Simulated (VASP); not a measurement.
Given:

```yaml
crystal:
  lattice:
    - [2.90469, 0.00000, 0.00000]
    - [0.00000, 2.86177, 0.00000]
    - [0.00000, 0.00000, 2.90469]
  atoms:
    - { symbol: Al, position: [0.50000, 0.50000, 0.50000] }
    - { symbol: Ni, position: [0.00000, 0.00000, 0.00000] }
```

Method: r2SCAN meta-GGA, VASP's PBE PAW potentials (set 64) (plane waves; VASP). Settings: 480 eV cut-off, 12×12×12 Γ-centred mesh, first-order Methfessel-Paxton smearing of 0.10 eV, potentials Al Ni.

Problem. Give the stress tensor in GPa (positive for a compressed cell).

Solution. 
```
-5.05   0.00   0.00
 0.00  -4.40   0.00
 0.00   0.00  -5.05
```
The pressure is its mean diagonal, -4.84 GPa.

The compound is NiAl in the CsCl type structure. This cell was strained or had an atom moved on purpose. The run is not spin-polarised, so no magnetic state was tried. The electron count is odd and the run is not spin-polarised, which forces a metal.
